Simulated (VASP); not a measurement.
# VSi2: phonons from a supercell

Wanted: whether VSi2 is dynamically stable, and its vibrational spectrum. The start is a computed cell from the Materials Project.

Method: PBE, spin-polarised from a ferromagnetic start; plane waves and PAW (V, Si), in VASP 6.6.1.

Most raw output is cut from this account.

### Step 1. Starting point

It takes space group P6_222 (No. 180, hexagonal). The conventional cell has a = 4.535 Å, b = 4.535 Å, c = 6.319 Å, α = 90.00°, β = 90.00°, γ = 120.00°. Nearest to V lie 10 Si at 2.49 to 2.65 Å. Nearest to Si lie 5 Si at 2.46 to 2.65 Å and 5 V at 2.49 to 2.65 Å. Farther neighbours are not listed.

Structure file:

```xyz
9
Lattice="4.5348 0.0000 0.0000 -2.2674 3.9273 0.0000 0.0000 0.0000 6.3189" Properties=species:S:1:pos:R:3 pbc="T T T"
V     2.2674    0.0000    3.1595
V     1.1337    1.9636    5.2658
V    -1.1337    1.9636    1.0532
Si    1.1053    0.6382    1.0532
Si    3.4295    0.6382    5.2658
Si    0.0000    1.2763    3.1595
Si    1.1621    3.2891    1.0532
Si   -1.1621    3.2891    5.2658
Si    2.2674    2.6509    3.1595
```

### Step 2. Relax the host

Cell and atoms are relaxed first, so that later runs start from this functional's own cell.

INCAR

```
SYSTEM = VSi2
PREC = Normal
ENCUT = 350
EDIFF = 1E-05
NELM = 120
ISMEAR = 0
SIGMA = 0.05
LREAL = Auto
ALGO = Normal
GGA = PE
NBANDS = 37
ISPIN = 2
MAGMOM = 2 2 2 0 0 0 0 0 0
LASPH = .TRUE.
LMAXMIX = 4
LORBIT = 11
LWAVE = .FALSE.
LCHARG = .FALSE.
KPAR = 4
IBRION = 2
NSW = 40
ISIF = 3
EDIFFG = -0.03
POTIM = 0.4
```

POSCAR

```
VSi2
1.0
    4.5347995798      0.0000000000      0.0000000000
   -2.2673997899      3.9272516372      0.0000000000
    0.0000000000      0.0000000000      6.3189006300
V Si
3 6
Direct
    0.5000000000      0.0000000000      0.5000000000
    0.5000000000      0.5000000000      0.8333333333
    0.0000000000      0.5000000000      0.1666666667
    0.3249864500      0.1624932250      0.1666666667
    0.8375067750      0.1624932250      0.8333333333
    0.1624932250      0.3249864500      0.5000000000
    0.6750135500      0.8375067750      0.1666666667
    0.1624932250      0.8375067750      0.8333333333
    0.8375067750      0.6750135500      0.5000000000
```

KPOINTS

```
Automatic mesh
0
Gamma
4 4 3
0 0 0
```

Potentials, in the order of the species: V and Si (PBE family, release 64).

Run with:

```console
> mpirun -np 4 vasp_std
```

Wall time 21 s (4 MPI ranks of AMD EPYC 9R14 (Zen 4), shared host); peak memory 0.59 GiB.

The magnetic state follows from one typed start and may not be the lowest. The k-mesh is coarse for a metal. The data set V keeps the semicore shell frozen, which is cheaper and a little less accurate. The run keeps the 12 symmetry operations of its start, so it cannot find a distortion of lower symmetry.

The steps of the relaxation:

| step | energy less that of the first step (eV) | largest force (eV/Å) | pressure (GPa) | volume (Å³) |
| --- | --- | --- | --- | --- |
| 1 | 0.0000 | 0.0512 | 3.64 | 112.54 |
| 2 | -0.0127 | 0.0095 | -2.37 | 116.27 |
| 3 | -0.0246 | 0.0239 | 0.03 | 114.71 |

| conventional cell, symmetrised | before | after | change |
| --- | --- | --- | --- |
| a (Å) | 4.535 | 4.561 | +0.6 % |
| b (Å) | 4.535 | 4.561 | +0.6 % |
| c (Å) | 6.319 | 6.366 | +0.7 % |
| volume (Å³/atom) | 12.50 | 12.75 | +1.9 % |

The relaxed structure:

```xyz
9
Lattice="4.5614 0.0000 0.0000 -2.2807 3.9503 0.0000 0.0000 0.0000 6.3661" Properties=species:S:1:pos:R:3 pbc="T T T"
V     2.2807    0.0000    3.1830
V     1.1404    1.9751    5.3051
V    -1.1404    1.9751    1.0610
Si    1.1128    0.6425    1.0610
Si    3.4486    0.6425    5.3051
Si    0.0000    1.2850    3.1830
Si    1.1679    3.3078    1.0610
Si   -1.1679    3.3078    5.3051
Si    2.2807    2.6653    3.1830
```

This step gave:

- electronic cycles: 26
- electrons: 39
- free energy (TOTEN): -63.6529 eV
- energy at zero smearing: -63.6474 eV
- Fermi energy: 10.03 eV
- pressure: 0.02792 GPa
- moment of the cell, from the last line of the log: 0.4204 μB
- labelled metallic, from the levels on this mesh: yes

Spin moment in the PAW sphere by atom:

| atom | spin moment in the PAW sphere (μB) |
| --- | --- |
| V1 | 0.135 |
| V2 | 0.135 |
| V3 | 0.135 |
| Si4 | -0.002 |
| Si5 | -0.002 |
| Si6 | -0.002 |
| Si7 | -0.002 |
| Si8 | -0.002 |
| Si9 | -0.002 |

The run ended after 3 ionic steps, 0.025 eV below its first step, once forces and stress met EDIFFG = -0.03.

### Step 3. Tight relaxation

Force constants are second derivatives, so residual forces and stress must first be far smaller than in an ordinary relaxation. Smearing and mesh differ from the relaxation before, which can move the cell too.

INCAR

```
SYSTEM = VSi2
PREC = Accurate
ENCUT = 350
EDIFF = 1E-08
NELM = 120
ISMEAR = 1
SIGMA = 0.2
LREAL = .FALSE.
ALGO = Fast
GGA = PE
NBANDS = 37
ISPIN = 2
MAGMOM = 2 2 2 0 0 0 0 0 0
LASPH = .TRUE.
LMAXMIX = 4
LORBIT = 11
LWAVE = .FALSE.
LCHARG = .FALSE.
KPAR = 4
IBRION = 1
NSW = 30
ISIF = 3
EDIFFG = -0.002
POTIM = 0.4
```

POSCAR

```
VSi2
1.0
    4.5614133745      0.0000000000      0.0000000000
   -2.2807066873      3.9502998595      0.0000000000
    0.0000000000      0.0000000000      6.3660647948
V Si
3 6
Direct
    0.5000000000      0.0000000000      0.5000000000
    0.5000000000      0.5000000000      0.8333333333
    0.0000000000      0.5000000000      0.1666666667
    0.3252823502      0.1626411751      0.1666666667
    0.8373588249      0.1626411751      0.8333333333
    0.1626411751      0.3252823502      0.5000000000
    0.6747176498      0.8373588249      0.1666666667
    0.1626411751      0.8373588249      0.8333333333
    0.8373588249      0.6747176498      0.5000000000
```

KPOINTS

```
Automatic mesh
0
Gamma
8 8 5
0 0 0
```

Run with:

```console
> mpirun -np 4 vasp_std
```

The job ended after 1.9 min (4 MPI ranks; peak memory 0.96 GiB).

The moments of the start collapse, so the state is non-magnetic; other starts or orders were not tried.

The steps of the relaxation:

| step | energy less that of the first step (eV) | largest force (eV/Å) | pressure (GPa) | volume (Å³) |
| --- | --- | --- | --- | --- |
| 1 | 0.0000 | 0.0227 | -0.08 | 114.71 |
| 2 | -0.0003 | 0.0086 | 0.08 | 114.62 |
| 3 | -0.0003 | 0.0044 | -0.03 | 114.69 |
| 4 | -0.0003 | 0.0023 | 0.00 | 114.67 |
| 5 | -0.0003 | 0.0010 | 0.00 | 114.67 |

| conventional cell, symmetrised | before | after | change |
| --- | --- | --- | --- |
| a (Å) | 4.561 | 4.563 | +0.0 % |
| b (Å) | 4.561 | 4.563 | +0.0 % |
| c (Å) | 6.366 | 6.359 | -0.1 % |
| volume (Å³/atom) | 12.75 | 12.74 | -0.0 % |

The relaxed structure:

```cif
data_structure
_symmetry_space_group_name_H-M 'P 1'
_symmetry_Int_Tables_number 1
_cell_length_a 4.5630
_cell_length_b 4.5630
_cell_length_c 6.3594
_cell_angle_alpha 90.000
_cell_angle_beta 90.000
_cell_angle_gamma 120.000
_cell_volume 114.67
loop_
_atom_site_label
_atom_site_type_symbol
_atom_site_fract_x
_atom_site_fract_y
_atom_site_fract_z
_atom_site_occupancy
V1 V 0.50000 0.00000 0.50000 1
V2 V 0.50000 0.50000 0.83333 1
V3 V 0.00000 0.50000 0.16667 1
Si4 Si 0.32563 0.16282 0.16667 1
Si5 Si 0.83718 0.16282 0.83333 1
Si6 Si 0.16282 0.32563 0.50000 1
Si7 Si 0.67437 0.83718 0.16667 1
Si8 Si 0.16282 0.83718 0.83333 1
Si9 Si 0.83718 0.67437 0.50000 1
```

Numbers from this step:

```
electronic cycles       : 57
free energy (TOTEN)     : -63.6572 eV
energy at zero smearing : -63.6535 eV
Fermi energy            : 9.997 eV
pressure                : -0.001055 GPa
```

The spin moment in the PAW sphere vanishes on all atoms.

The run ended after 5 ionic steps, 0.000 eV below its first step, once forces and stress met EDIFFG = -0.002.

### Step 4. Force constants in the supercell

System of this step: VSi2. It takes space group P6_222 (No. 180, hexagonal). Conventional cell: a = 4.563 Å, b = 4.563 Å, c = 6.359 Å, α = 90.00°, β = 90.00°, γ = 120.00°. Nearest to V lie 10 Si at 2.50 to 2.66 Å. Nearest to Si lie 5 Si at 2.48 to 2.67 Å and 5 V at 2.50 to 2.66 Å. Si has 5 Si at 2.48 to 2.67 Å and 5 V at 2.50 to 2.66 Å nearest. Farther neighbours are not listed.

Each independent atom is moved by 0.015 Å both ways; the forces give the force constants out to half the supercell.

INCAR

```
SYSTEM = VSi2
PREC = Accurate
ENCUT = 350
EDIFF = 1E-07
NELM = 120
ISMEAR = 1
SIGMA = 0.2
LREAL = Auto
ALGO = Fast
GGA = PE
NBANDS = 118
ISPIN = 2
MAGMOM = 2 2 2 2 2 2 2 2 2 2 2 2 0 0 0 0 0 0 0 0 0 0 0 0 0 0 0 0 0 0 0 0 0 0 0 0
LASPH = .TRUE.
LMAXMIX = 4
LWAVE = .FALSE.
LCHARG = .FALSE.
KPAR = 4
IBRION = 6
NSW = 1
NFREE = 2
POTIM = 0.015
ISIF = 0
ADDGRID = .TRUE.
```

POSCAR

```
VSi2
1.0
   -6.8445658770      3.9517119516      6.3593763380
    6.8445658770     -3.9517119516      6.3593763380
    2.2815219590      3.9517119516     -6.3593763380
V Si
12 24
Direct
    0.2500000000      0.5000000000      0.2500000000
    0.7500000000      0.0000000000      0.2500000000
    0.7500000000      0.5000000000      0.7500000000
    0.2500000000      0.0000000000      0.7500000000
    0.6666666666      0.6666666666      0.5000000000
    0.1666666667      0.1666666667      0.5000000000
    0.1666666667      0.6666666666      0.0000000000
    0.6666666666      0.1666666666      0.0000000000
    0.3333333334      0.0833333334      0.2500000000
    0.8333333334      0.5833333334      0.2500000000
    0.8333333334      0.0833333334      0.7500000000
    0.3333333333      0.5833333333      0.7500000000
    0.1647413273      0.2461493212      0.2442239817
    0.6647413272      0.7461493212      0.2442239817
    0.6647413273      0.2461493212      0.7442239817
    0.1647413272      0.7461493211      0.7442239817
    0.4980746606      0.8352586728      0.5000000000
    0.9980746605      0.3352586727      0.5000000000
    0.9980746606      0.8352586728      0.0000000000
    0.4980746605      0.3352586728      0.0000000000
    0.4128159878      0.3314079939      0.2442239817
    0.9128159878      0.8314079939      0.2442239817
    0.9128159878      0.3314079939      0.7442239817
    0.4128159878      0.8314079939      0.7442239817
    0.5019253395      0.4205173456      0.7557760183
    0.0019253394      0.9205173456      0.7557760183
    0.0019253395      0.4205173455      0.2557760183
    0.5019253394      0.9205173455      0.2557760183
    0.8352586728      0.4980746605      0.5000000000
    0.3352586728      0.9980746605      0.5000000000
    0.3352586728      0.4980746605      0.0000000000
    0.8352586728      0.9980746606      0.0000000000
    0.5871840122      0.6685920061      0.7557760183
    0.0871840122      0.1685920061      0.7557760183
    0.0871840122      0.6685920061      0.2557760183
    0.5871840122      0.1685920061      0.2557760183
```

KPOINTS

```
Automatic mesh
0
Gamma
7 7 7
0 0 0
```

Run with:

```console
> mpirun -np 4 vasp_std
```

Wall time 3.1 h (4 MPI ranks).

The run was stopped at its time limit, so it gives no result of its own.

### Step 5. Outcome

```json
{
  "result": "none"
}
```

**Reading.** The session ends without its result: «force constants in the supercell» met its time limit.

[Lines on the potential files, build, host, timing and source positions are cut from VASP's logs without a mark.]

[Logs are printed without paths, hosts, clocks, repeated set-up lines and the standing remarks that a program may print on its own settings, such as how far it seeks lower states.]

[Hosts, paths, dates, database ids (printed as entryN), source tags and the programs' standing remarks are cut or masked in the printed files.]

[Runs that stopped without an error message from VASP are left out.]
